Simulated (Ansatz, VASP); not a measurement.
**Cross-check of Si3Os between VASP and Ansatz**

Aim: how closely do two programs agree when they are given the same cell, functional and k mesh? The cell is invented: other elements were put on sites of a known structure type. It may not be a known or stable phase. The cell is taken from a series of VASP runs on this material, whose earlier steps may have relaxed, scaled or displaced it; both programs get it as it stands.

Calculated with Ansatz 0.2.0; plane waves, with VASP 6.6.1 beside it; band structure at HSE06.

## 1. The starting structure

Symmetry: I4/mmm, No. 139, tetragonal system. The conventional cell has a = 3.874 Å, b = 3.874 Å, c = 7.010 Å, α = 90.00°, β = 90.00°, γ = 90.00°. Si has 8 Si at 2.61 Å and 4 Os at 2.74 Å nearest. Si has 8 Si at 2.61 to 2.74 Å and 4 Os at 2.61 Å nearest. Os has 12 Si at 2.61 to 2.74 Å nearest. Farther neighbours are not listed.

## 2. VASP: band structure, HSE06

With cell and atoms fixed, the geometry can't cause a difference; cores, projectors, grids and the points listed under the comparison can.

Lines of VASP's logs that name or quote its potential files are left out, and so is its time.

The run reads the wave functions of an earlier VASP run, which isn't shown here.

INCAR reads:

```
SYSTEM = Si3Os
PREC = Accurate
ENCUT = 400
EDIFF = 1E-06
NELM = 100
ISMEAR = 0
SIGMA = 0.05
LREAL = .FALSE.
ALGO = Normal
LHFCALC = .TRUE.
AEXX = 0.25
GGA = PE
HFSCREEN = 0.2
LASPH = .TRUE.
NBANDS = 16
PRECFOCK = Fast
LORBIT = 11
LWAVE = .FALSE.
LCHARG = .FALSE.
KPAR = 2
```

POSCAR reads:

```
Si3Os
1.0
   -1.9372027446      1.9372027446      3.5048178866
    1.9372027446     -1.9372027446      3.5048178866
    1.9372027446      1.9372027446     -3.5048178866
Si Os
3 1
Direct
    0.5000000000      0.5000000000      0.0000000000
    0.7500000000      0.2500000000      0.5000000000
    0.2500000000      0.7500000000      0.5000000000
    0.0000000000      0.0000000000      0.0000000000
```

KPOINTS reads:

```
Automatic mesh
0
Gamma
5 5 5
0 0 0
```

KPOINTS_OPT reads:

```
Line mode
6
Line-mode
Reciprocal
  0.00000000   0.00000000   0.00000000 GAMMA
  0.00000000   0.00000000   0.50000000 X

  0.00000000   0.00000000   0.50000000 X
 -0.15275282   0.15275282   0.50000000 Y

 -0.15275282   0.15275282   0.50000000 Y
 -0.32637641   0.32637641   0.32637641 S

 -0.32637641   0.32637641   0.32637641 S
  0.00000000   0.00000000   0.00000000 GAMMA

  0.00000000   0.00000000   0.00000000 GAMMA
  0.50000000   0.50000000  -0.50000000 Z

  0.50000000   0.50000000  -0.50000000 Z
  0.32637641   0.67362359  -0.32637641 S1

  0.32637641   0.67362359  -0.32637641 S1
  0.00000000   0.50000000   0.00000000 N

  0.00000000   0.50000000   0.00000000 N
  0.25000000   0.25000000   0.25000000 P

  0.25000000   0.25000000   0.25000000 P
  0.50000000   0.50000000  -0.15275282 Y1

  0.50000000   0.50000000  -0.15275282 Y1
  0.50000000   0.50000000  -0.50000000 Z

  0.00000000   0.00000000   0.50000000 X
  0.25000000   0.25000000   0.25000000 P
```

Potentials, in the order of the species: Si and Os (PBE family, release 64).

Run with:

```
mpirun -np 2 vasp_std
```

Numbers of over 12 decimals in the logs are rounded to 6 here.

Log:

```text
[banner, memory and clock lines left out]
running    2 mpi-ranks, on    1 nodes
 distrk:  each k-point on    1 cores,    2 groups
 distr:  one band on    1 cores,    1 groups

 POSCAR found type information on POSCAR SiOs
 POSCAR found :  2 types and       4 ions
 LDA part: xc-table for (Slater+PW92), standard interpolation
 found WAVECAR, reading the header
 POSCAR, INCAR and KPOINTS ok, starting setup
 FFT: planning ... GRIDC
 FFT: planning ... GRID_SOFT
 FFT: planning ... GRID
 reading WAVECAR
 the WAVECAR file was read successfully
 initial charge from wavefunction
 entering main loop
       N       E                     dE             d eps       ncg     rms          rms(c)
DAV:   1    -0.305410938984E+02   -0.30541E+02   -0.62322E-01   576   0.545E+00    0.363E+00
DAV:   2    -0.305279142912E+02    0.13180E-01   -0.73046E-02   752   0.279E+00    0.245E+00
DAV:   3    -0.305298499035E+02   -0.19356E-02   -0.75532E-03   696   0.531E-01    0.149E+00
DAV:   4    -0.305286397943E+02    0.12101E-02   -0.28562E-03   784   0.513E-01    0.816E-01
DAV:   5    -0.305286106133E+02    0.29181E-04   -0.39156E-04   720   0.127E-01    0.457E-01
DAV:   6    -0.305285357238E+02    0.74890E-04   -0.11493E-04   736   0.770E-02    0.264E-01
DAV:   7    -0.305285255875E+02    0.10136E-04   -0.24378E-05   720   0.324E-02    0.143E-01
DAV:   8    -0.305285221580E+02    0.34295E-05   -0.80685E-06   752   0.260E-02    0.796E-02
DAV:   9    -0.305285219772E+02    0.18078E-06   -0.12907E-06   432   0.711E-03
   1 F= -.30528522E+02 E0= -.30525609E+02  d E =-.582574E-02
 Start KPOINTS_OPT (optional k-point list driver)
k-point batch [1-18\66]
       N       E                     dE             ncg
DAV:   1     0.335104429617E+04   -0.63384E+04      600
DAV:   2     0.190217807641E+04   -0.14489E+04      744
DAV:   3     0.179634690309E+04   -0.10583E+03      744
DAV:   4     0.179371304120E+04   -0.26339E+01      768
DAV:   5     0.179367034138E+04   -0.42700E-01      728
DAV:   6     0.179366941198E+04   -0.92940E-03      744
DAV:   7     0.179366938514E+04   -0.26845E-04      704
DAV:   8     0.179366938425E+04   -0.88741E-06      584
[...]
k-point batch [55-66\66]
       N       E                     dE             ncg
DAV:   1     0.606721902369E+04   -0.51292E+04      416
DAV:   2     0.509005309509E+04   -0.97717E+03      472
DAV:   3     0.502605234042E+04   -0.64001E+02      520
DAV:   4     0.502428775999E+04   -0.17646E+01      528
DAV:   5     0.502426546063E+04   -0.22299E-01      488
DAV:   6     0.502426510865E+04   -0.35198E-03      480
DAV:   7     0.502426510068E+04   -0.79703E-05      456
DAV:   8     0.502426510045E+04   -0.23257E-06      384
```

Parts of OUTCAR (step 2):

```text
ion  position               nearest neighbor table
   1  0.500  0.500  0.000-   3 2.61   2 2.61   2 2.61   3 2.61   2 2.61   3 2.61   3 2.61   2 2.61
                             4 2.74   4 2.74   4 2.74   4 2.74
   2  0.750  0.250  0.500-   1 2.61   4 2.61   1 2.61   4 2.61   1 2.61   4 2.61   1 2.61   4 2.61
                             3 2.74   3 2.74   3 2.74   3 2.74
   3  0.250  0.750  0.500-   4 2.61   1 2.61   1 2.61   4 2.61   1 2.61   4 2.61   4 2.61   1 2.61
                             2 2.74   2 2.74   2 2.74   2 2.74
   4  0.000  0.000  0.000-   2 2.61   3 2.61   2 2.61   3 2.61   2 2.61   3 2.61   2 2.61   3 2.61
                             1 2.74   1 2.74   1 2.74   1 2.74

  LATTYP: Found a body centered tetragonal cell.
 ALAT       =     3.8744054892
 C/A-ratio  =     1.8092158378

 Subroutine GETGRP returns: Found 16 space group operations
 (whereof 16 operations were pure point group operations)

The static configuration has the point symmetry D_4h.

 Found     18 irreducible k-points:

   k-points           NKPTS =     18   k-points in BZ     NKDIM =    125   number of bands    NBANDS=     16

   dimension x,y,z NGX =    30 NGY =   30 NGZ =   30
   dimension x,y,z NGXF=    60 NGYF=   60 NGZF=   60

   ENCUT  =  400.0 eV  29.40 Ry    5.42 a.u.   7.25  7.25  7.25*2*pi/ulx,y,z

   NELECT =      20.0000    total number of electrons

 k-points in reciprocal lattice and weights: Automatic mesh
   0.00000000  0.00000000  0.00000000       0.008
   0.20000000  0.00000000  0.00000000       0.064
   0.40000000  0.00000000  0.00000000       0.064
   0.20000000  0.20000000  0.00000000       0.064
   0.40000000  0.20000000  0.00000000       0.128
  -0.40000000  0.20000000  0.00000000       0.128
  -0.20000000  0.20000000  0.00000000       0.032
   0.40000000  0.40000000  0.00000000       0.064
  -0.40000000  0.40000000  0.00000000       0.032
[...]
-0.40000000  0.40000000  0.40000000       0.032
  -0.40000000 -0.40000000  0.40000000       0.016

  exchange ACFDT corr.  =         0.00000000  see jH, gK, PRB 81, 115126

 average (electrostatic) potential at core
       1 -75.5210       2 -75.3922       3 -75.3922       4 -36.1242

 E-fermi :  11.1541

 k-point     1 :       0.0000    0.0000    0.0000
  band No.  band energies     occupation
    ...
      6       6.3565      2.00000
      7       7.7127      2.00000
      8       7.7722      2.00000
      9       9.0007      2.00000
     10       9.0007      2.00000
     11      11.4785      0.00000
     12      12.1450      0.00000
     13      14.0190      0.00000
     14      14.0190      0.00000
     15      15.9255      0.00000
    ...

 k-point     2 :       0.2000    0.0000    0.0000
  band No.  band energies     occupation
    ...
      7       7.5518      2.00000
      8       7.7776      2.00000
      9       9.9661      2.00000
     10      10.1970      2.00000
     11      10.6592      2.00000
     12      12.8186      0.00000
     13      13.2414      0.00000
     14      15.1752      0.00000
     15      15.4914      0.00000
     16      15.5508      0.00000

 k-point     3 :       0.4000    0.0000    0.0000
  band No.  band energies     occupation
    ...
      7       7.0063      2.00000
      8       8.0189      2.00000
      9       9.7323      2.00000
     10      10.2605      2.00000
     11      11.1621      0.82003
     12      13.5060      0.00000
     13      14.0113      0.00000
     14      16.0810      0.00000
     15      16.0884      0.00000
     16      17.6917      0.00000

  energy-cutoff  :      400.00
  volume of cell :       52.61
      direct lattice vectors                 reciprocal lattice vectors
    -1.937202745  1.937202745  3.504817887     0.000000000  0.258104115  0.142660765
     1.937202745 -1.937202745  3.504817887     0.258104115  0.000000000  0.142660765
     1.937202745  1.937202745 -3.504817887     0.258104115  0.258104115  0.000000000

 POSITION                                       TOTAL-FORCE (eV/Angst)
 -----------------------------------------------------------------------------------
      0.00000      0.00000      3.50482         0.000000      0.000000      0.000000
      0.00000      1.93720      1.75241         0.000000      0.000000      0.000000
      1.93720      0.00000      1.75241        -0.000000      0.000000      0.000000
      0.00000      0.00000      0.00000         0.000000     -0.000000     -0.000000
 -----------------------------------------------------------------------------------
    total drift:                                0.000209     -0.000069     -0.000036

  FREE ENERGIE OF THE ION-ELECTRON SYSTEM (eV)
  ---------------------------------------------------
  free  energy   TOTEN  =       -30.5285219772 eV

  energy  without entropy=      -30.5226962323  energy(sigma->0) =      -30.52560910

 total charge
# of ion       s       p       d       tot
------------------------------------------
    1        0.783   0.794   0.000   1.577
    2        0.786   0.797   0.000   1.583
    3        0.786   0.797   0.000   1.583
    4        0.644   0.651   6.266   7.561
--------------------------------------------------
tot          2.998   3.040   6.266  12.304

[... 3 further parts left out ...]
```

The k-mesh is coarse for a metal. Spin-orbit coupling is off here; with elements this heavy it splits and shifts levels by tenths of an eV or more. The PAW data sets were made with PBE, which is usual practice but a small mismatch for other functionals.

(Continued in part 2 of 2.)

[Lines on the potential files, build, host, timing and source positions are cut from VASP's logs without a mark.]

[Logs are printed without paths, hosts, clocks, repeated set-up lines and the standing remarks that a program may print on its own settings, such as how far it seeks lower states.]

[Hosts, paths, dates, database ids (printed as entryN), source tags and the programs' standing remarks are cut or masked in the printed files.]
